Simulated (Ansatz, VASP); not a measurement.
# One calculation of LaMg6Mn, two programs

INCAR

```
SYSTEM = LaMg6Mn
PREC = Accurate
ENCUT = 520
EDIFF = 1E-7
ISMEAR = -1
SIGMA = 0.05
LREAL = .False.
LASPH = .True.
NELM = 100
ALGO = Normal
ISIF = 2
LWAVE = .False.
LCHARG = .False.
ISPIN = 2
MAGMOM = 0 4 0 0 0 0 0 0
LORBIT = 11
LMAXMIX = 6
GGA = PE
NBANDS = 32
```

File KPOINTS:

```
regular mesh
0
Gamma
  5 5 5
  0 0 0
```

POSCAR

```
LaMg6Mn
1.0
    5.1499975437      0.0000000000      0.0000000000
    0.0000000000      3.3371072888      5.7961476544
    0.0000000000     -3.3371072888      5.7961476544
La Mn Mg
1 1 6
Direct
    0.5000000000      0.6748660000      0.6748660000
    0.0000000000      0.8361220000      0.8361220000
    0.5000000000      0.1625480000      0.1625480000
    0.5000000000      0.1578490000      0.6803110000
    0.5000000000      0.6803110000      0.1578490000
    0.0000000000      0.3333210000      0.3333210000
    0.0000000000      0.3164810000      0.8385030000
    0.0000000000      0.8385030000      0.3164810000
```

input.yaml

```yaml
crystal:
  lattice:
    - [5.1499975437, 0.0, 0.0]
    - [0.0, 3.3371072888, 5.7961476544]
    - [0.0, -3.3371072888, 5.7961476544]
  atoms:
    - { symbol: La, position: [0.5, 0.674866, 0.674866] }
    - { symbol: Mn, position: [0.0, 0.836122, 0.836122], spin: 4.0 }
    - { symbol: Mg, position: [0.5, 0.162548, 0.162548] }
    - { symbol: Mg, position: [0.5, 0.157849, 0.680311] }
    - { symbol: Mg, position: [0.5, 0.680311, 0.157849] }
    - { symbol: Mg, position: [0.0, 0.333321, 0.333321] }
    - { symbol: Mg, position: [0.0, 0.316481, 0.838503] }
    - { symbol: Mg, position: [0.0, 0.838503, 0.316481] }
hamiltonian:
  xc: pbe
  pseudopotentials: { kind: paw }
magnetization:
  spin_polarized: true
kpoints:
  mp_grid: { grid: [5, 5, 5] }
scf:
  occupations: { method: fermi_dirac, width: 0.05 }
output:
  forces: true
  stress: true
  eigenvalues: true
```

Change from the starting cell: volume scaled by 1.02.

Alike in both runs: task single point; functional PBE; k mesh 5 × 5 × 5; occupations fermi-dirac, width 0.05 eV; collinear spin, ferromagnetic start.

|  | VASP | Ansatz |
| --- | --- | --- |
| version | VASP 6.6.1 | Ansatz 0.2.0 |
| potentials or method | VASP PAW PBE potentials, release 64 (La, Mn_pv, Mg) | Ansatz PAW |
| plane-wave cutoff (eV) | 520 | 420 |
| valence electrons in the cell | 36 | 86 |

|  | VASP | Ansatz | Ansatz less VASP |
| --- | --- | --- | --- |
| gap on the k mesh at the Fermi level (eV) | none | none | - |
| pressure (GPa) | -1.0 | -0.9 | +0.08 |
| largest component of the traceless stress (GPa) | 0.19 | 0.19 | -0.005 |
| rms of the force components (eV/Å) | 0.039 | 0.038 | -0.0004 |
| net moment per atom (μB) | 0.49 | 0.49 | 0.000 |
| size of the moment on the site where the two differ most (μB) | 3.87 | 4.06 | +0.185 |

Site moments also hang on the region over which each program counts them. Atom by atom the forces differ by 0.001 eV/Å (rms over components). A gap of «none» marks a metal or a gap that the smearing closes. The two sets of potentials don't hold the same shells in valence.

The runs have no spin-orbit coupling, so splittings on La are missing.
